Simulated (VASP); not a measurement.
VASP ran on this input.

### POSCAR
```
AlCr2C
1
    2.8256650000     0.0000000000     0.0000000000
   -1.4128330000     2.4470970000     0.0000000000
    0.0000000000     0.0000000000    12.6038900000
Al Cr C
2 4 2
Direct
  0.6666670000   0.3333330000   0.2500000000
  0.3333330000   0.6666670000   0.7500000000
  0.3333330000   0.6666670000   0.4149400000
  0.6666670000   0.3333330000   0.5850600000
  0.6666670000   0.3333330000   0.9149400000
  0.3333330000   0.6666670000   0.0850600000
  0.0000000000   0.0000000000   0.5000000000
  0.0000000000   0.0000000000   0.0000000000
```

File KPOINTS:
```
Automatic
0
gamma
 4 4 4
0 0 0
```

### INCAR
```
ALGO=Normal
EDIFF=1E-6
ENCUT=400
ISIF=2
ISMEAR=1
LASPH=T
LCHARG=F
LMAXMIX=4
LREAL=F
LWAVE=F
NELM=100
PREC=Accurate
SIGMA=0.1
SYSTEM=AlCr2C
```

POTCAR, in this order: Al Cr_pv C (LDA.64 set). Program: vasp_std.

**Question.** Translate this LDA calculation to Ansatz.

**Answer.** One equivalent input (not run):
Ansatz 0.2 input:
```yaml
crystal:
  lattice:
    - [2.8256650, 0.0000000, 0.0000000]
    - [-1.4128330, 2.4470970, 0.0000000]
    - [0.0000000, 0.0000000, 12.6038900]
  atoms:
    - { symbol: Al, position: [0.6666670, 0.3333330, 0.2500000] }
    - { symbol: Al, position: [0.3333330, 0.6666670, 0.7500000] }
    - { symbol: Cr, position: [0.3333330, 0.6666670, 0.4149400] }
    - { symbol: Cr, position: [0.6666670, 0.3333330, 0.5850600] }
    - { symbol: Cr, position: [0.6666670, 0.3333330, 0.9149400] }
    - { symbol: Cr, position: [0.3333330, 0.6666670, 0.0850600] }
    - { symbol: C, position: [0.0000000, 0.0000000, 0.5000000] }
    - { symbol: C, position: [0.0000000, 0.0000000, 0.0000000] }
kpoints:
  mp_grid: { grid: [4, 4, 4] }
hamiltonian:
  xc: lda
  pseudopotentials: { kind: paw }
scf:
  occupations: { method: methfessel_paxton, width: 0.1 }
  max_iter: 100
output: { forces: true, stress: true, eigenvalues: true }
```
What does not carry over: each code has its own PAW files, so the cut-off isn't converted (ENCUT is set for VASP's; basis.ecutwfc is left out, and Ansatz then takes the one that its files recommend); Ansatz stops its SCF on the density residual and VASP on the energy change (EDIFF); Ansatz's lda is the Perdew-Wang form, while the LDA potentials of VASP carry Perdew-Zunger's.

The structure comes from a computed database's AlCr2C entry; how it stands against other phases isn't given here. The cell was not relaxed at this level. The k-mesh is coarse (spacing up to 0.64 per Å, 2π included), so the numbers may not be converged in it. The run is one of a series of settings (GGA removed, KPOINTS 4×4×4 Γ-centred mesh, POTCAR Al Cr_pv C (LDA.64 set) against the base run), some of them coarse on purpose.
